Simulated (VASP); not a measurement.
Molecule: SCH4, in a box.

```xyz
6
Lattice="13.5798 0.0000 0.0000 0.0000 14.0798 0.0000 0.0000 0.0000 14.5798" Properties=species:S:1:pos:R:3 pbc="T T T"
S     7.3745    6.7235    8.4847
C     6.6632    7.4606    6.9811
H     7.0996    5.4393    8.1737
H     7.1828    7.1148    6.0795
H     6.8085    8.5441    7.0748
H     5.5886    7.2571    6.9034
```

Base run:

* Program: VASP 6.6.1
* Functional: RPBE
* Potentials or basis: VASP PAW PBE potentials, release 64 (S, C, H)
* Cutoff: 400 eV
* k mesh: 1 × 1 × 1
* Occupations: gaussian, width 0.01 eV
* Spin: no spin polarisation

Its results: gap between the frontier levels 4.59 eV; largest force 0.142 eV/Å.

Problem. The run is repeated on the same cell with these changes: functional from RPBE to PBE. What comes out?

Solution. Gap between the frontier levels 4.66 eV; largest force 0.032 eV/Å.

Caveats: the PAW data sets were made with another functional, which shifts forces and pressure a little (some runs).

